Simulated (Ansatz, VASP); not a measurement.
**Os (Osmium): VASP beside Ansatz**

Wanted: the spread between two codes on one cell, functional and k mesh. The cell is taken from a series of runs on this material, whose earlier steps may have relaxed, scaled, displaced or heated it; both programs get it as it stands.

Main program and level: Ansatz 0.2.0; plane waves, with VASP 6.6.1 beside it; LDA.

## (1) Set-up

Symmetry: P6_3/mmc, No. 194, hexagonal system. Conventional cell: a = 2.706 Å, b = 2.706 Å, c = 4.278 Å, α = 90.00°, β = 90.00°, γ = 120.00°. Os has 12 Os at 2.65 to 2.71 Å nearest.

## (2) VASP: zone-centre phonons, LDA

Second derivatives magnify differences that forces hide, and they need a tight electronic threshold.

Lines of VASP's logs that name or quote its potential files are left out, and so is its time.

INCAR reads:

```
SYSTEM = Os
PREC = Accurate
ENCUT = 600
EDIFF = 1E-08
NELM = 120
ISMEAR = 1
SIGMA = 0.2
LREAL = .FALSE.
ALGO = Normal
GGA = CA
NBANDS = 14
LASPH = .TRUE.
LORBIT = 11
LWAVE = .FALSE.
LCHARG = .FALSE.
ISIF = 2
IBRION = 8
GGA_COMPAT = .FALSE.
KPAR = 2
```

POSCAR reads:

```
Os
1.0
    2.7057321445      0.0000000000      0.0000000000
   -1.3528660722      2.3432327730      0.0000000000
    0.0000000000      0.0000000000      4.2779147819
Os
2
Direct
    0.3333333333      0.6666666667      0.2500000000
    0.6666666667      0.3333333333      0.7500000000
```

KPOINTS reads:

```
Automatic mesh
0
Gamma
18 18 12
0 0 0
```

The projector-augmented-wave data sets are Os (LDA family, release 64).

Launch:

```
$ mpirun -np 2 vasp_std
```

Numbers of over 12 decimals in the logs are rounded to 6 here.

Log:

```text
[banner, memory and clock lines left out]
running    2 mpi-ranks, on    1 nodes
 distrk:  each k-point on    1 cores,    2 groups
 distr:  one band on    1 cores,    1 groups

 POSCAR found type information on POSCAR Os
 POSCAR found :  1 types and       2 ions
 LDA part: xc-table for (Slater(with rela. corr.)+CA(PZ))
 , standard interpolation
 POSCAR, INCAR and KPOINTS ok, starting setup
 FFT: planning ... GRIDC
 FFT: planning ... GRID_SOFT
 FFT: planning ... GRID
 WAVECAR not read
 entering main loop
       N       E                     dE             d eps       ncg     rms          rms(c)
DAV:   1     0.112747418608E+03    0.11275E+03   -0.82725E+03  7252   0.123E+03
DAV:   2    -0.208970845274E+02   -0.13364E+03   -0.11823E+03  7504   0.362E+02
DAV:   3    -0.268150585489E+02   -0.59180E+01   -0.56106E+01  9394   0.671E+01
DAV:   4    -0.268751305750E+02   -0.60072E-01   -0.59874E-01  7930   0.690E+00
DAV:   5    -0.268754358628E+02   -0.30529E-03   -0.30527E-03  9408   0.449E-01    0.348E+01
DAV:   6    -0.256582123945E+02    0.12172E+01   -0.11106E+00  8926   0.944E+00    0.156E+01
DAV:   7    -0.253149513238E+02    0.34326E+00   -0.70112E-01  9136   0.732E+00    0.905E-01
DAV:   8    -0.253062954120E+02    0.86559E-02   -0.71626E-03  7426   0.669E-01    0.361E-01
DAV:   9    -0.253043266480E+02    0.19688E-02   -0.15491E-03  8668   0.403E-01    0.516E-02
DAV:  10    -0.253043332487E+02   -0.66008E-05   -0.25845E-05  8920   0.400E-02    0.144E-02
DAV:  11    -0.253043264029E+02    0.68458E-05   -0.20837E-06  8458   0.175E-02    0.109E-03
DAV:  12    -0.253043263091E+02    0.93778E-07   -0.57277E-08  8800   0.252E-03    0.152E-04
DAV:  13    -0.253043263090E+02    0.10436E-09   -0.15414E-09  5336   0.406E-04
   1 F= -.25304326E+02 E0= -.25304385E+02  d E =0.177407E-03
 Linear response reoptimize wavefunctions to high precision
DAV:   1    -0.253043263087E+02    0.27876E-09   -0.15206E-10  5426   0.120E-04
DAV:   2    -0.253043263087E+02   -0.25011E-11   -0.13051E-11  4166   0.409E-05
 Linear response DOF=           2
 Linear response progress:
  Degree of freedom:   1/  2
       N       E                     dE             d eps       ncg     rms          rms(c)
RMM:   1    -0.196890271236E+00   -0.19689E+00   -0.11199E-01 53952   0.255E+00
RMM:   2    -0.193275038194E+00    0.36152E-02   -0.17553E-03 44962   0.518E-01    0.155E-01
RMM:   3    -0.192088120837E+00    0.11869E-02   -0.51121E-04 50211   0.155E-01    0.867E-02
RMM:   4    -0.191458228892E+00    0.62989E-03   -0.75648E-04 50751   0.183E-01    0.116E-02
RMM:   5    -0.191526569659E+00   -0.68341E-04   -0.13176E-05 51991   0.269E-02    0.384E-03
RMM:   6    -0.191509810356E+00    0.16759E-04   -0.12403E-06 51958   0.753E-03    0.130E-03
RMM:   7    -0.191506069886E+00    0.37405E-05   -0.27423E-08 53250   0.168E-03    0.791E-04
RMM:   8    -0.191502768595E+00    0.33013E-05   -0.21617E-08 52346   0.983E-04    0.898E-05
RMM:   9    -0.191502503101E+00    0.26549E-06    0.25332E-08 53814   0.164E-04    0.220E-05
RMM:  10    -0.191502361724E+00    0.14138E-06    0.64240E-09 52716   0.287E-05    0.402E-06
RMM:  11    -0.191502347646E+00    0.14078E-07   -0.79587E-10 53451   0.148E-05    0.113E-06
RMM:  12    -0.191502352742E+00   -0.50960E-08   -0.12195E-09 44038   0.112E-05    0.339E-07
 first order change of Fermi-energy  -0.13446E-04
 force on displaced ion       1 direction 1 : -10.138   0.001   0.000
 Linear response progress:
  Degree of freedom:   2/  2
       N       E                     dE             d eps       ncg     rms          rms(c)
RMM:   1    -0.252422021037E+00   -0.25242E+00   -0.13960E-01 19160   0.269E+00
RMM:   2    -0.244031375526E+00    0.83906E-02   -0.56256E-03 15097   0.723E-01    0.187E-01
RMM:   3    -0.243426040619E+00    0.60533E-03   -0.65094E-04 17739   0.150E-01    0.105E-01
RMM:   4    -0.243533207519E+00   -0.10717E-03   -0.34938E-04 17815   0.145E-01    0.125E-02
RMM:   5    -0.243598285830E+00   -0.65078E-04    0.33708E-05 18337   0.185E-02    0.589E-03
RMM:   6    -0.243609376730E+00   -0.11091E-04    0.85186E-06 18033   0.387E-03    0.413E-03
RMM:   7    -0.243624512869E+00   -0.15136E-04    0.28802E-06 18267   0.393E-03    0.433E-04
RMM:   8    -0.243622830239E+00    0.16826E-05   -0.32167E-07 18360   0.564E-04    0.149E-04
RMM:   9    -0.243621523954E+00    0.13063E-05    0.79514E-08 18515   0.181E-04    0.265E-05
RMM:  10    -0.243621535428E+00   -0.11473E-07    0.88223E-08 17418   0.599E-05    0.350E-06
RMM:  11    -0.243621558400E+00   -0.22972E-07    0.67797E-09 18732   0.246E-05    0.261E-06
RMM:  12    -0.243621554965E+00    0.34343E-08   -0.23286E-09 17829   0.177E-05    0.208E-07
 first order change of Fermi-energy   0.10163E-03
 force on displaced ion       1 direction 3 :   0.000  -0.000 -19.075
 Linear response finished
```

From OUTCAR (step 2):

```text
ion  position               nearest neighbor table
   1  0.333  0.667  0.250-   2 2.65   2 2.65   2 2.65   2 2.65   2 2.65   2 2.65
   2  0.667  0.333  0.750-   1 2.65   1 2.65   1 2.65   1 2.65   1 2.65   1 2.65

  LATTYP: Found a hexagonal cell.
 ALAT       =     2.7057321445
 C/A-ratio  =     1.5810562737

 Subroutine GETGRP returns: Found 24 space group operations
 (whereof 12 operations were pure point group operations)

The static configuration has the point symmetry D_3d.
 The point group associated with its full space group is D_6h.

 Found    259 irreducible k-points:

   k-points           NKPTS =    259   k-points in BZ     NKDIM =    259   number of bands    NBANDS=     14

   dimension x,y,z NGX =    24 NGY =   24 NGZ =   36
   dimension x,y,z NGXF=    48 NGYF=   48 NGZF=   72

   ENCUT  =  600.0 eV  44.10 Ry    6.64 a.u.   5.40  5.40  8.54*2*pi/ulx,y,z

   NELECT =      16.0000    total number of electrons

 k-points in reciprocal lattice and weights: Automatic mesh
   0.00000000  0.00000000  0.00000000       0.000
   0.05555556 -0.00000000  0.00000000       0.002
   0.11111111 -0.00000000  0.00000000       0.002
   0.16666667 -0.00000000  0.00000000       0.002
   0.22222222 -0.00000000  0.00000000       0.002
   0.27777778  0.00000000  0.00000000       0.002
   0.33333333  0.00000000  0.00000000       0.002
   0.38888889  0.00000000  0.00000000       0.002
   0.44444444 -0.00000000  0.00000000       0.002
[...]
0.33333333  0.27777778  0.50000000       0.003
   0.33333333  0.33333333  0.50000000       0.001

 average (electrostatic) potential at core
       1 -43.0714       2 -43.0714

  Total        1.0117662      1.0117662      0.9878127      0.0000000     -0.0000000      0.0000000
  in kB       59.7665795     59.7665796     58.3516073      0.0000000     -0.0000000      0.0000000
  external PRESSURE =      59.2949221 kB  Pullay stress =       0.0000000 kB

  energy-cutoff  :      600.00
  volume of cell :       27.12
      direct lattice vectors                 reciprocal lattice vectors
     2.705732145  0.000000000  0.000000000     0.369585734  0.213380423  0.000000000
    -1.352866072  2.343232773  0.000000000     0.000000000  0.426760846  0.000000000
     0.000000000  0.000000000  4.277914782     0.000000000  0.000000000  0.233758747

 POSITION                                       TOTAL-FORCE (eV/Angst)
 -----------------------------------------------------------------------------------
     -0.00000      1.56216      1.06948         0.000000     -0.000000      0.000000
      1.35287      0.78108      3.20844        -0.000000      0.000000      0.000000
 -----------------------------------------------------------------------------------
    total drift:                                0.000000     -0.000000     -0.000000

 Eigenvectors and eigenvalues of the dynamical matrix
 ----------------------------------------------------

   1 f  =    7.001612 THz    43.992425 2PiTHz  233.548635 cm-1    28.956327 meV
             X         Y         Z           dx          dy          dz
     -0.000000  1.562155  1.069479    -0.000000    0.000000    0.707107
      1.352866  0.781078  3.208436     0.000000    0.000000   -0.707107

   2 f  =    5.104226 THz    32.070800 2PiTHz  170.258664 cm-1    21.109374 meV
             X         Y         Z           dx          dy          dz
     -0.000000  1.562155  1.069479     0.362930    0.606862    0.000000
      1.352866  0.781078  3.208436    -0.362930   -0.606862    0.000000

   3 f  =    5.104226 THz    32.070800 2PiTHz  170.258664 cm-1    21.109374 meV
             X         Y         Z           dx          dy          dz
     -0.000000  1.562155  1.069479     0.606862   -0.362930    0.000000
      1.352866  0.781078  3.208436    -0.606862    0.362930    0.000000

   4 f  =    0.000000 THz     0.000000 2PiTHz    0.000002 cm-1     0.000000 meV
             X         Y         Z           dx          dy          dz
     -0.000000  1.562155  1.069479    -0.152065    0.690562   -0.000000
      1.352866  0.781078  3.208436    -0.152065    0.690562    0.000000

   5 f  =    0.000000 THz     0.000000 2PiTHz    0.000001 cm-1     0.000000 meV
             X         Y         Z           dx          dy          dz
     -0.000000  1.562155  1.069479     0.000000    0.000000   -0.707107
      1.352866  0.781078  3.208436    -0.000000    0.000000   -0.707107

   6 f/i=    0.000000 THz     0.000000 2PiTHz    0.000001 cm-1     0.000000 meV
             X         Y         Z           dx          dy          dz
     -0.000000  1.562155  1.069479    -0.690562   -0.152065    0.000000
      1.352866  0.781078  3.208436    -0.690562   -0.152065    0.000000

 ELASTIC MODULI CONTR FROM IONIC RELAXATION (kBar)
 Direction    XX          YY          ZZ          XY          YZ          ZX
 --------------------------------------------------------------------------------
 XX         -42.9812     42.9812     -0.0000     -0.0000      0.0000      0.0000
 YY          42.9812    -42.9812      0.0000     -0.0000      0.0000      0.0000
 ZZ          -0.0000      0.0000     -0.0000      0.0000      0.0000      0.0000
 XY          -0.0000     -0.0000      0.0000    -42.9812      0.0000      0.0000
 YZ           0.0000      0.0000      0.0000      0.0000      0.0000      0.0000
 ZX           0.0000      0.0000      0.0000      0.0000      0.0000      0.0000
 --------------------------------------------------------------------------------
```

## (3) Ansatz: zone-centre phonons, LDA

Ansatz runs on its PAW soft_1 files.

The same cell, functional (in two slightly different forms), mesh and smearing now go to Ansatz, which takes its cutoff from its data sets.

input.yaml reads:

```yaml
crystal:
  lattice:
    - [2.7057321445, 0.0, 0.0]
    - [-1.3528660722, 2.343232773, 0.0]
    - [0.0, 0.0, 4.2779147819]
  atoms:
    - { symbol: Os, position: [0.3333333333, 0.6666666667, 0.25] }
    - { symbol: Os, position: [0.6666666667, 0.3333333333, 0.75] }
kpoints:
  mp_grid: { grid: [18, 18, 12] }
hamiltonian:
  xc: lda
  pseudopotentials: { kind: paw, azcp: { folder: soft_1 }, xc_functional: pbe }
scf:
  occupations: { method: methfessel_paxton, width: 0.2 }
output:
  eigenvalues: true
phonons:
  method: dfpt
```

Launch:

```
$ ansatz run input.yaml --threads 4 --pin off --max-ram 10240MiB --backend cpu --events-out ev --progress --plain --runs-dir out
```

Log:

```text
zone centre: on kpoints.mp_grid the ground state, and the responses unless they are solved on pairs of k-points, stand on 637 of the mesh's 3888 k-points, reduced under 4 symmetry operations, with k and −k counted as one. Each operation leaves every solved displacement unchanged or reverses it
Engine: ansatz 0.2.0, aarch64-unknown-linux-gnu
Pseudopotentials: kind: paw
Pseudopotential: Os, paw, valence charge 16, recommended cutoff 420 eV (normal), soft_1/Os.paw.azcp
Functional definition: SPW92
  exchange = slater_x
  correlation = pw_c
Crystal: 2 atoms, lattice volume = 27.123 Å³
Basis set: ecut = 420 eV, 537 PW (Γ), exchange–correlation on 40×40×60 points (8 copies of the dense FFT grid, shifted against one another)
Bands: 20, of which v1, the nominal top of the filled ones, is band 16 counted from 1 (15 counted from 0)
Symmetry: 24 space group operations
k-points: 637 of 3888 (irreducible under 4 space group operations, time reversal used)
Non-local potential: Os, projectors of the file, l = 0: 3, l = 1: 2, l = 2: 2, l = 3: 1
PAW form: soft (Blöchl's): semilocal exchange-correlation on the pseudo side does not see the compensation charge
PAW frozen core: Os, regenerated for the run's functional, and the local potential with it (the file was generated under x = pbe(κ = 0.804, μ = 0.219515), c = pbe(β = 0.066725))
PAW one-centre angular grid: Os, 590 points (default); XC on 64 Gauss nodes
Initial density: superposition of atomic densities (chi_scale 0.1, normalization cell)
Initial wavefunctions: pseudopotential atomic-orbital guess
Functional: x = slater, c = lda
SCF iter   1: F=—  HF=-22239.392374 eV  |F-HF|=—  |Δ(HF+E_count)|=         —  Δρ=6.10e-2  dr2=8.18e-1  ethr=3.10e-3  ⟨swp⟩=5.0  Hψ=116506  notcnv=0  defer=47
automatic band count: the SCF goes on with 24 bands, as 20 were too few: they end inside the smearing window of the response
preconditioner: auto → none  [metal: Δε(μ)=0.027 eV  Ē_g=12.459 eV  σ=0.200 eV  W_gap=0.11  n_scr=8 (ndim 8)  ℏωp=28.5 eV  f_vac=0.000  D(μ)=1.20/eV (n_scr^D=8)  sad-step TF]
SCF iter   2: F=—  HF=-22239.169124 eV  |F-HF|=—  |Δ(HF+E_count)|=   2.23e-1  S|Δr|=    0.00e0  Δρ=3.56e-2  dr2=2.71e-1  ethr=2.56e-3  ⟨swp⟩=2.0  Hψ=22866  notcnv=0  defer=388
SCF iter   3: F=—  HF=-22239.067091 eV  |F-HF|=—  |Δ(HF+E_count)|=   1.02e-1  S|Δr|=    0.00e0  Δρ=1.65e-3  dr2=3.90e-4  ethr=8.46e-4  ⟨swp⟩=2.0  Hψ=21604  notcnv=0  defer=388
SCF iter   4: F=—  HF=-22239.066798 eV  |F-HF|=—  |Δ(HF+E_count)|=   2.93e-4  S|Δr|=    0.00e0  Δρ=2.16e-4  dr2=5.32e-6  ethr=1.22e-6  ⟨swp⟩=2.2  Hψ=22386  notcnv=0  defer=578
SCF iter   5: F=—  HF=-22239.066794 eV  |F-HF|=—  |Δ(HF+E_count)|=   4.38e-6  S|Δr|=    0.00e0  Δρ=4.60e-5  dr2=3.34e-7  ethr=1.66e-8  ⟨swp⟩=2.6  Hψ=23171  notcnv=0  defer=578
SCF iter   6: F=—  HF=-22239.066801 eV  |F-HF|=—  |Δ(HF+E_count)|=   6.98e-6  S|Δr|=    0.00e0  Δρ=7.01e-6  dr2=7.17e-9  ethr=1.04e-9  ⟨swp⟩=2.5  Hψ=22101  notcnv=0  defer=682
SCF iter   7: F=—  HF=-22239.066801 eV  |F-HF|=—  |Δ(HF+E_count)|=   1.54e-9  S|Δr|=    0.00e0  Δρ=1.36e-6  dr2=9.22e-11  ethr=2.24e-11  ⟨swp⟩=2.2  Hψ=21958  notcnv=0  defer=684
SCF iter   8: F=-22239.066801 eV  HF=-22239.066801 eV  |F-HF|=3.64e-12  |Δ(HF+E_count)|=  9.09e-11  S|Δr|=    0.00e0  Δρ=1.35e-7  dr2=2.56e-12  ethr=1.00e-12  ⟨swp⟩=9.8  Hψ=69885  notcnv=0
SCF 1 converged in 8 iterations: F = -22239.066801 eV  dr2 = 2.56e-12
  greatest PAW one-centre occupation: 1.000 electrons in one spin orbital (limit 2), on the Os atom at site 1 (counted from 0), in its partial waves of l = 0
DFPT response loops at Γ: preconditioner auto → Kerker (q_TF=auto, 2.805 Å⁻¹) (partly filled bands, converged f_vac=0.000); β = 1.00, the filter's whole step (`scf.mixing.beta` (0.50) is not read by the response loops under this deck's `scf.mixing.preconditioner`; to damp them name `kerker` or `kerker_dos`, under which they read `scf.mixing.beta`, and type it under 1.00, their step now; both keys bind the ground state too); Broyden in place of MSR1
SCF converged after 8 iterations
Stability not checked: this state was not tested for a lower state beside it, because cold or Methfessel-Paxton smearing, or corrected tetrahedra, fill the levels in a way that the test cannot read (fill_not_monotonic; see scf.lower_state_search)
Free energy (F): -22239.066801 eV
Harris-Foulkes:  -22239.066801 eV  (|F-HF|=3.64e-12)
Internal energy: -22239.067024 eV  (E = F + TS)
E sigma→0 (E₀):  -22239.066856 eV
Entropy (-TS):   0.000223 eV (0.111 meV/atom)
Fermi energy:    26.619431 eV
--- Per-component energies (eV) ---
  E_band       = -113.482209
  E_kinetic    = 988.928758
  E_local      = -1776.332860  (includes V_loc(G=0)·N_el)
  E_nonlocal   = 406.028732
  E_hartree    = 637.069500
  E_xc         = -467.030888
  E_vxc        = -494.765932  (∫ρ·V_xc dr)
  E_paw        = -17564.577561  (= ΣΔE_a)
  E_vpaw       = -511.480834  (= ΣTr[D̂ρ^β])
  E_aug_tail   = 0.000859  (compensation charges beyond the density's cutoff)
  E_ewald      = -4463.879210
  E_core_change = 0.725646  (= ΣΔE_core)
  E_smearing   = 0.000223  (= −TS)
  E_closure    = -0.000000  (closes the sum)
  Σ components = -22239.066801   (vs F -22239.066801, Δ=0.00e0)
--- Band table (eV; the first three rows and the last of 637) ---
  k-point 0: bands = [... 12 lower, 23.6693, 24.2941, 24.2941, 24.9901, 24.9901, 26.7222, 28.3938, 28.3938, ... 4 higher]
  k-point 1: bands = [... 12 lower, 23.6160, 24.2331, 24.2331, 25.1323, 25.1323, 26.4167, 28.4090, 28.4090, ... 4 higher]
  k-point 2: bands = [... 12 lower, 23.4669, 24.0682, 24.0682, 25.4957, 25.4957, 25.6538, 28.4297, 28.4297, ... 4 higher]
  k-point 636: bands = [... 12 lower, 23.0859, 23.0859, 24.8981, 24.8981, 29.0202, 29.0202, 31.7064, 31.7064, ... 4 higher]
--- Phonons (Γ-DFPT): 2 representative perturbations + reference, on 637 of 3888 k-points (Σ response iterations 4) ---
  k mesh reduced under 4 symmetry operations, with k and −k counted as one. Each operation leaves every solved displacement unchanged or reverses it
  ASR residual: 1.090e-4 → 0.000e0 eV/Å²; symmetrization residual: 8.677e-10 eV/Å²
  ASR residual per site (eV/Å²): 1.09e-4 1.09e-4
  Γ frequencies (cm⁻¹): 0.00 0.00 0.00 170.88 170.88 234.81
  non-analytic LO–TO correction: not included (Born effective charges unavailable; polar crystals: no LO–TO splitting at Γ)
```

## (4) Side by side

Known differences besides the potentials themselves: the two LDA forms differ slightly; the data sets hold 32 valence electrons in Ansatz (on its PAW soft_1 files) and 16 in VASP; the cutoff is 420 eV in Ansatz and 600 eV in VASP; VASP's log shows a relativistic correction to its local exchange, Ansatz's none. Total energies have different zeros and are not compared.

Compared:

```
                  quantity  Ansatz   VASP  difference
optical mode 1 to 2 (cm⁻¹)   170.9  170.3     +0.36 %
     optical mode 3 (cm⁻¹)   234.8  233.5     +0.54 %
```

Modes are paired by rising frequency, not by their patterns, so a pair may set unlike modes beside each other; they are those without the splitting of longitudinal modes.

## (5) Summary of results

```yaml
r_m_s_difference_of_the_optical_zone_centre_modes_each_program_s_sorted_by_frequency_zone_centre_phonons_lda: 0.89 cm⁻¹
difference_in_optical_mode_3_zone_centre_phonons_lda: +0.5 %
```

What this shows: The r.m.s. difference of the optical zone-centre modes, each program's sorted by frequency is 0.89 cm⁻¹ (zone-centre phonons, LDA). The data sets hold unlike numbers of valence electrons (32 in Ansatz and 16 in VASP), so part of the differences may come from the potentials. Among the rows given in per cent, the largest difference of the zone-centre phonons, LDA pair is in optical mode 3, +0.5 %. Such differences can come from data sets, numerical settings and the points named under the comparisons, not from the functional's error against experiment.

[Lines on the potential files, build, host, timing and source positions are cut from VASP's logs without a mark.]

[Logs are printed without paths, hosts, clocks, repeated set-up lines and the standing remarks that a program may print on its own settings, such as how far it seeks lower states.]

[Hosts, paths, dates, database ids (printed as entryN), source tags and the programs' standing remarks are cut or masked in the printed files.]
